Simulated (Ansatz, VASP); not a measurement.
# KNaICl: VASP beside Ansatz, part 2 of 2

Aim: how closely do two programs agree when they are given the same cell, functional and k mesh? The cell is generated by rule, not measured, and may not be a known phase. The cell is taken from a series of runs on this material, whose earlier steps may have relaxed, scaled, displaced or heated it; both programs get it as it stands.

VASP 6.6.1 and Ansatz 0.2.0.

So far: Starting point; VASP: relaxation of cell and atoms, PBEsol.

The structure was built from a prototype and need not be the compound's stable phase.

### Step 3. Ansatz: relaxation of cell and atoms, PBEsol

Level of this step: Ansatz beside VASP: Kohn-Sham DFT, plane waves, PBEsol (Ansatz).

Ansatz runs on its default PAW (the set named soft_2) files.

The same cell, functional and mesh now go to Ansatz, which takes its cutoff from its data sets.

Contents of input.yaml:

```yaml
crystal:
  lattice:
    - [3.1571328139, 3.1571328139, 0.0]
    - [-3.1571328139, 3.1571328139, 0.0]
    - [0.0, 0.0, 12.692343479]
  atoms:
    - { symbol: Cl, position: [0.5, 0.5, -0.0034637579] }
    - { symbol: Cl, position: [1.0, 0.0, 0.2534637579] }
    - { symbol: I, position: [0.5, 0.5, 0.5067468721] }
    - { symbol: I, position: [1.0, 0.0, 0.7432531279] }
    - { symbol: K, position: [0.0, 0.0, 0.008010212] }
    - { symbol: K, position: [0.5, 0.5, 0.241989788] }
    - { symbol: Na, position: [0.0, 0.0, 0.4838851205] }
    - { symbol: Na, position: [0.5, 0.5, 0.7661148795] }
kpoints:
  mp_grid: { grid: [4, 4, 2] }
hamiltonian:
  xc: pbesol
scf:
  occupations: { method: fixed }
output:
  forces: true
  stress: true
  eigenvalues: true
relax:
  adjacent_minimum: "off"
  f_tol: 0.001
  max_steps: 60
  cell: { stress_tol: 0.01 }
```

On the command line:

```
> ansatz run input.yaml --threads 8 --pin off --max-ram 14336MiB --backend cpu --events-out ev --progress --plain --runs-dir out
```

Numbers of over 12 decimals in the logs are rounded to 6 here.

The program printed:

```text
Engine: ansatz 0.2.0, aarch64-unknown-linux-gnu
Pseudopotentials: kind: paw
Pseudopotential: Cl, paw, valence charge 7, recommended cutoff 420 eV (normal), Cl.paw.azcp
Pseudopotential: I, paw, valence charge 17, recommended cutoff 420 eV (normal), I.paw.azcp
Pseudopotential: K, paw, valence charge 9, recommended cutoff 420 eV (normal), K.paw.azcp
Pseudopotential: Na, paw, valence charge 9, recommended cutoff 420 eV (normal), Na.paw.azcp
Functional definition: PBEsol
  exchange = pbesol_x
  correlation = pbesol_c
Crystal: 8 atoms, lattice volume = 253.022 Å³
Basis set: ecut = 420 eV, 4971 PW (Γ), exchange–correlation on 60×60×180 points (8 copies of the dense FFT grid, shifted against one another)
Bands: 51, of which v1, the nominal top of the filled ones, is band 42 counted from 1 (41 counted from 0)
Symmetry: 16 space group operations
Space group: P4/nmm (ITA 129), of the structure as read, at distance tolerance 6.3e-5 Å
k-points: 12 of 32
Non-local potential: Cl, projectors of the file, l = 0: 2, l = 1: 2, l = 2: 2
Non-local potential: I, projectors of the file, l = 0: 2, l = 1: 2, l = 2: 2, l = 3: 2
Non-local potential: K, projectors of the file, l = 0: 3, l = 1: 2, l = 2: 2
Non-local potential: Na, projectors of the file, l = 0: 3, l = 1: 2, l = 2: 1
PAW form: soft (Blöchl's): semilocal exchange-correlation on the pseudo side does not see the compensation charge
PAW frozen core: Cl, regenerated for the run's functional, and the local potential with it (the file was generated under x = pbe(κ = 0.804, μ = 0.219515), c = pbe(β = 0.066725))
PAW frozen core: I, regenerated for the run's functional, and the local potential with it (the file was generated under x = pbe(κ = 0.804, μ = 0.219515), c = pbe(β = 0.066725))
PAW frozen core: K, regenerated for the run's functional, and the local potential with it (the file was generated under x = pbe(κ = 0.804, μ = 0.219515), c = pbe(β = 0.066725))
PAW frozen core: Na, regenerated for the run's functional, and the local potential with it (the file was generated under x = pbe(κ = 0.804, μ = 0.219515), c = pbe(β = 0.066725))
PAW one-centre angular grid: Cl, 110 points (default); XC on 64 Gauss nodes
PAW one-centre angular grid: I, 590 points (default); XC on 64 Gauss nodes
PAW one-centre angular grid: K, 110 points (default); XC on 64 Gauss nodes
PAW one-centre angular grid: Na, 110 points (default); XC on 64 Gauss nodes
Initial density: superposition of atomic densities (neutral atoms: chi_scale 0, normalization atom), corrected by the library's trained network
Initial wavefunctions: pseudopotential atomic-orbital guess
Functional: x = pbesol(κ = 0.804, μ = 0.123457), c = pbesol(β = 0.046)
SCF iter   1: F=—  HF=-22982.772240 eV  |F-HF|=—  |Δ(HF+E_count)|=         —  Δρ=2.92e-3  dr2=2.93e-2  ethr=1.77e-3  ⟨swp⟩=5.9  Hψ=2199  notcnv=0  defer=63
preconditioner: auto → Resta (q_TF=auto, 2.270 Å⁻¹)  ε∞=2.5  [insulator: Δε(μ)=3.775 eV  Ē_g=12.542 eV  n_scr=56 (ndim 8)  ℏωp=15.5 eV  f_vac=0.084  ε∞_Penn≈2.5]
SCF iter   2: F=—  HF=-22982.760697 eV  |F-HF|=—  |Δ(HF+E_count)|=   1.15e-2  Δρ=1.13e-3  dr2=3.79e-3  ethr=3.49e-5  ⟨swp⟩=3.0  Hψ=1091  notcnv=0  defer=84
SCF iter   3: F=—  HF=-22982.759980 eV  |F-HF|=—  |Δ(HF+E_count)|=   7.17e-4  Δρ=3.40e-4  dr2=3.40e-4  ethr=4.51e-6  ⟨swp⟩=3.5  Hψ=1098  notcnv=0  defer=84
SCF iter   4: F=—  HF=-22982.760039 eV  |F-HF|=—  |Δ(HF+E_count)|=   5.87e-5  Δρ=1.00e-4  dr2=4.43e-5  ethr=4.05e-7  ⟨swp⟩=2.8  Hψ=1080  notcnv=0  defer=84
SCF iter   5: F=—  HF=-22982.759972 eV  |F-HF|=—  |Δ(HF+E_count)|=   6.65e-5  Δρ=2.94e-5  dr2=2.13e-6  ethr=5.27e-8  ⟨swp⟩=2.0  Hψ=761  notcnv=0  defer=83
SCF iter   6: F=—  HF=-22982.759975 eV  |F-HF|=—  |Δ(HF+E_count)|=   2.80e-6  Δρ=6.97e-6  dr2=1.49e-7  ethr=2.54e-9  ⟨swp⟩=2.9  Hψ=1043  notcnv=0  defer=83
SCF iter   7: F=-22982.759975 eV  HF=-22982.759975 eV  |F-HF|=1.07e-8  |Δ(HF+E_count)|=   1.16e-7  Δρ=2.21e-6  dr2=1.52e-8  ethr=1.19e-10  ⟨swp⟩=20.7  Hψ=4027  notcnv=0
SCF 1 converged in 7 iterations: F = -22982.759975 eV  dr2 = 1.52e-8
  greatest PAW one-centre occupation: 0.999 electrons in one spin orbital (limit 2), on the Na atom at site 7 (counted from 0), in its partial waves of l = 0
relax step   1: F+E_penalty+E_count = -22982.75997527 eV  Δ(F+E_penalty+E_count) = +0.000e0 eV  max|allowed force component| = 4.550e-3 eV/Å  Δτ_max = 0.0000 Å  P = -0.001 GPa  Ω = 253.022 Å³  (7 SCF iters, dr2 threshold 1.00e-7 eV, accepted)
[...]
relax step   2: F+E_penalty+E_count = -22982.75999002 eV  Δ(F+E_penalty+E_count) = -1.475e-5 eV  max|allowed force component| = 3.188e-3 eV/Å  Δτ_max = 0.0008 Å  P = -0.001 GPa  Ω = 253.017 Å³  energy of the carried Pulay correction = +2.137e-7 eV  (5 SCF iters, dr2 threshold 1.29e-9 eV, accepted)
[...]
relax step   3: F+E_penalty+E_count = -22982.76000710 eV  Δ(F+E_penalty+E_count) = -1.708e-5 eV  max|allowed force component| = 5.242e-4 eV/Å  Δτ_max = 0.0024 Å  P = +0.000 GPa  Ω = 252.979 Å³  energy of the carried Pulay correction = +1.950e-6 eV  (6 SCF iters, dr2 threshold 6.35e-10 eV, accepted)
[...]
relax step   4: F+E_penalty+E_count = -22982.76000400 eV  Δ(F+E_penalty+E_count) = +3.103e-6 eV  max|allowed force component| = 5.268e-4 eV/Å  Δτ_max = 0.0000 Å  P = +0.000 GPa  Ω = 252.979 Å³  stress off target by 7.87e-4 GPa  SCF on the basis re-selected at this cell (its energy is not comparable with the rows above)  (5 SCF iters)
basis re-selected at this cell: Δ(F+E_penalty+E_count) = +3.103e-6 eV, ΔP = +0.000 GPa vs the last step (what re-selecting the basis moved, of the pressure what is left beyond the Pulay correction that the steps carried, after the strain that the cell walked since its last selection, with what the two solves' SCF thresholds leave and, on support functions, any second-order correction that the steps lacked; it is no m [...]
SCF converged after 5 iterations
Free energy (F): -22982.760004 eV
Harris-Foulkes:  -22982.760004 eV  (|F-HF|=7.28e-12)
Internal energy: -22982.760004 eV  (E = F + TS)
E sigma→0 (E₀):  -22982.760004 eV
Fermi energy:    2.724145 eV
--- Per-component energies (eV) ---
  E_band       = -1479.518803
  E_kinetic    = 1451.435687
  E_local      = -9289.138123  (includes V_loc(G=0)·N_el)
  E_nonlocal   = 140.275152
  E_hartree    = 4057.283443
  E_xc         = -811.328444
  E_vxc        = -927.980975  (∫ρ·V_xc dr)
  E_paw        = -12789.106466  (= ΣΔE_a)
  E_vpaw       = -968.677497  (= ΣTr[D̂ρ^β])
  E_aug_tail   = 0.000147  (compensation charges beyond the density's cutoff)
  E_ewald      = -5743.487706
  E_core_change = 1.306306  (= ΣΔE_core)
  E_smearing   = -0.000000  (= −TS)
  E_closure    = 0.000000  (closes the sum)
  Σ components = -22982.760004   (vs F -22982.760004, Δ=0.00e0)
--- Forces (eV/Å), atoms counted from 1 ---
  atom   1  Cl     0.00000000    -0.00000000     0.00028789
  atom   2  Cl     0.00000000    -0.00000000    -0.00028789
  atom   3  I      0.00000000     0.00000000    -0.00052682
  atom   4  I      0.00000000     0.00000000     0.00052682
  atom   5  K      0.00000000     0.00000000    -0.00013398
  atom   6  K      0.00000000     0.00000000     0.00013398
  atom   7  Na     0.00000000    -0.00000000     0.00008978
  atom   8  Na     0.00000000     0.00000000    -0.00008978
  max |Σ_I F_I| component: 1.51e-28 eV/Å
--- Stress (GPa, compression-positive) ---
        0.000452       0.000000       0.000000
        0.000000       0.000452       0.000000
        0.000000       0.000000      -0.000787
  P = ⅓ Tr σ = 0.0000 GPa (0.000 kbar)
--- Band table (eV; the first three rows and the last of 12) ---
  k-point 0: bands = [... 38 lower, 2.2246, 2.4206, 2.7241, 2.7241, 6.4229, 7.7111, 7.9211, 8.0371, ... 5 higher]
  k-point 1: bands = [... 38 lower, 2.2292, 2.2622, 2.7199, 2.7199, 6.9945, 6.9962, 7.8971, 7.9934, ... 5 higher]
  k-point 2: bands = [... 38 lower, 2.0984, 2.3449, 2.5079, 2.7092, 7.4645, 8.0905, 8.3811, 8.5766, ... 5 higher]
  k-point 11: bands = [... 38 lower, 1.7428, 1.7428, 2.0551, 2.0551, 7.9378, 7.9378, 8.2392, 8.2392, ... 5 higher]
--- Relaxed structure (3 steps of the walk, 3 accepted, 1 SCFs on fresh bases) ---
  F+E_penalty+E_count = -22982.76000400 eV   max|allowed force component| = 5.268e-4 eV/Å   (the final SCF, on the basis selected at the relaxed cell)
  cell:  # Å, volume = 252.9790 Å³
    - [3.157659, 3.157659, 0.0]
    - [-3.157659, 3.157659, 0.0]
    - [0.0, 0.0, 12.685979]
  atoms:
    - { symbol: Cl, position: [0.5, 0.5, -0.00360544] }
    - { symbol: Cl, position: [1.0, 0.0, 0.253605] }
    - { symbol: I, position: [0.5, 0.5, 0.506823] }
    - { symbol: I, position: [1.0, 0.0, 0.743177] }
    - { symbol: K, position: [0, 0, 0.00793217] }
    - { symbol: K, position: [0.5, 0.5, 0.242068] }
    - { symbol: Na, position: [0, 0, 0.483633] }
    - { symbol: Na, position: [0.5, 0.5, 0.766367] }
```

In the SCF lines HF is the Harris–Foulkes energy and dr2 the Hartree energy of the density residual, in eV; the loop may stop once dr2 is under the threshold and the program's other checks hold. Hψ counts applications of the Hamiltonian.

### Step 4. Side by side

Known differences besides the potentials themselves: fixed occupations in Ansatz, narrow Gaussian smearing in VASP; the data sets hold 84 valence electrons in Ansatz (on its default PAW (the set named soft_2) files) and 60 in VASP; the cutoff is 420 eV in Ansatz and 500 eV in VASP; Ansatz makes its cores anew for this functional, VASP keeps those of its PBE data sets; Ansatz adds a Pulay correction to the stress that steers its cell, VASP none. Total energies have different zeros and are not compared.

Both answers:

```csv
quantity,Ansatz,VASP,difference
volume (Å³),252.98,253.42,-0.17 %
"edge a after relaxation, in the typed setting (Å)",4.466,4.468,-0.06 %
"edge c after relaxation, in the typed setting (Å)",12.686,12.691,-0.04 %
```

### Step 5. Results

| Item | Value |
| --- | --- |
| difference in volume (relaxation of cell and atoms, PBEsol) | -0.17 % |

What this shows: The difference in volume is -0.17 % (relaxation of cell and atoms, PBEsol), within the 1.2 % picked in this series as the mark of a large difference, as far as the stopping tolerances let one tell. The data sets hold unlike numbers of valence electrons (84 in Ansatz and 60 in VASP), so part of the differences comes from the potentials. 1 further run of this series is not shown here. How closely two codes agree says nothing of how well the functional describes the real material.

[Lines on the potential files, build, host, timing and source positions are cut from VASP's logs without a mark.]

[Logs are printed without paths, hosts, clocks, repeated set-up lines and the standing remarks that a program may print on its own settings, such as how far it seeks lower states.]

[Hosts, paths, dates, database ids (printed as entryN), source tags and the programs' standing remarks are cut or masked in the printed files.]
